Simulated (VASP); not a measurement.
Output of a VASP run:

### OSZICAR
```
       N       E                     dE             d eps       ncg     rms          rms(c)
DAV:   1     0.113830928587E+03    0.11383E+03   -0.94222E+03  1352   0.132E+03
DAV:   2    -0.117685799419E+02   -0.12560E+03   -0.12105E+03  1524   0.346E+02
DAV:   3    -0.141416566186E+02   -0.23731E+01   -0.23294E+01  1572   0.488E+01
DAV:   4    -0.141662938705E+02   -0.24637E-01   -0.24585E-01  1552   0.504E+00
DAV:   5    -0.141668905974E+02   -0.59673E-03   -0.59671E-03  1704   0.683E-01    0.113E+01
DAV:   6    -0.136319132091E+02    0.53498E+00   -0.34697E+00  1424   0.212E+01    0.256E+00
DAV:   7    -0.135609494204E+02    0.70964E-01   -0.27907E-01  1404   0.623E+00    0.200E+00
DAV:   8    -0.135463185036E+02    0.14631E-01   -0.17400E-02  1508   0.135E+00    0.213E-01
DAV:   9    -0.135461966116E+02    0.12189E-03   -0.26709E-04  1588   0.165E-01    0.134E-01
DAV:  10    -0.135461968458E+02   -0.23424E-06   -0.33131E-05  1660   0.767E-02    0.724E-03
DAV:  11    -0.135461958533E+02    0.99258E-06   -0.16342E-06  1024   0.170E-02
   1 F= -.13546196E+02 E0= -.13545754E+02  d E =-.135462E+02
```

**OUTCAR**
```
------------------------ aborting loop because EDIFF is reached ----------------------------------------
  FORCE on cell =-STRESS in cart. coord.  units (eV):
  Direction    XX          YY          ZZ          XY          YZ          ZX
  --------------------------------------------------------------------------------------
  Total       -0.0049501     -0.0049501     -0.0049501     -0.0000000      0.0000000     -0.0000000
  in kB       -0.2890132     -0.2890132     -0.2890132     -0.0000000      0.0000000     -0.0000000
  external PRESSURE =      -0.2890132 kB  Pullay stress =       0.0000000 kB
  volume of cell :       27.44
      direct lattice vectors                 reciprocal lattice vectors
     3.016255578  0.000000000  0.000000000     0.331536892  0.000000000  0.000000000
     0.000000000  3.016255578  0.000000000     0.000000000  0.331536892  0.000000000
     0.000000000  0.000000000  3.016255578     0.000000000  0.000000000  0.331536892
 POSITION                                       TOTAL-FORCE (eV/Angst)
 -----------------------------------------------------------------------------------
      1.50813      1.50813      1.50813         0.000000      0.000000      0.000000
      0.00000      0.00000      0.00000         0.000000      0.000000      0.000000
 -----------------------------------------------------------------------------------
    total drift:                                0.000000      0.000000      0.000000
  FREE ENERGIE OF THE ION-ELECTRON SYSTEM (eV)
  ---------------------------------------------------
  free  energy   TOTEN  =       -13.5461958533 eV

  energy  without entropy=      -13.5448711740  energy(sigma->0) =      -13.54575429

 reached required accuracy - stopping structural energy minimisation
```
(Selected blocks of OUTCAR.)

### POSCAR
```
RuAl
1
    3.0162555781     0.0000000000    -0.0000000000
    0.0000000000     3.0162555781    -0.0000000000
    0.0000000000     0.0000000000     3.0162555781
Al Ru
1 1
Direct
  0.5000000000   0.5000000000   0.5000000000
  0.0000000000   0.0000000000   0.0000000000
```

Task: Reconstruct the remaining input files.

Result: This is not unique; one that fits is the input of the run itself, revPBE GGA, plane waves, VASP's PBE PAW potentials (set 64).

### INCAR
```
ALGO = Normal
EDIFF = 1E-6
EDIFFG = -0.01
ENCUT = 520
GGA = RE
IBRION = 2
ISIF = 3
ISMEAR = 1
LASPH = .True.
LCHARG = .False.
LMAXMIX = 4
LREAL = .False.
LWAVE = .False.
NELM = 100
NSW = 60
PREC = Accurate
SIGMA = 0.1
SYSTEM = RuAl
```

### KPOINTS
```
Automatic mesh
0
gamma
11 11 11
0 0 0
```

POTCAR, in this order: Al Ru_pv (PBE.64 set). Program: vasp_std.

The compound is RuAl in the CsCl type structure. It was relaxed first. The start is the result of an earlier pass. The electron count is odd and the run is not spin-polarised, which forces a metal.
